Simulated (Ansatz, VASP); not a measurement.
**One calculation of AlIn3Sb2N2, two programs**

```
CELL_PARAMETERS angstrom
4.03749 0.00000 0.00000
0.00000 4.03749 0.00000
0.00000 0.00000 11.02719
ATOMIC_POSITIONS crystal
Al 0.00000 0.00000 0.00000
In 0.50000 0.50000 0.84712
In 0.00000 0.00000 0.50000
In 0.50000 0.50000 0.15288
Sb 0.00000 0.50000 0.67122
Sb 0.50000 0.00000 0.32878
N 0.00000 0.50000 0.05006
N 0.50000 0.00000 0.94994
```

Change from the starting cell: species swapped into the In3CuAs2Se2 type (P-4m2, No. 115).

Alike in both runs: functional PBE; k mesh 3 × 3 × 1; occupations gaussian, width 0.15 eV; no spin polarisation.

Ansatz relaxed the structure, and its values are those at the end. VASP's run is a single point on that final structure, the one shown.

|  | VASP | Ansatz |
| --- | --- | --- |
| version | VASP 6.6.1 | Ansatz 0.2.0 |
| potentials or method | VASP PAW PBE potentials, release 64 (Al, In_d, Sb, N) | scalar-relativistic, plane waves, PAW |
| plane-wave cutoff (eV) | 520 | 420 |
| valence electrons in the cell | 62 | 82 |

```csv
,VASP,Ansatz,Ansatz less VASP
gap on the k mesh at the Fermi level (eV),none,none,-
pressure (GPa),0.1,0.0,0.00
rms of the force components (eV/Å),0.009,0.012,+0.0026
```

A gap of «none» marks a metal or a gap that the smearing closes. The two sets of potentials don't hold the same shells in valence.

Caveats: the k mesh is coarse (spacing up to 0.57 Å⁻¹), so the values aren't converged. Spin-orbit coupling is left out, which matters for the levels of Sb.
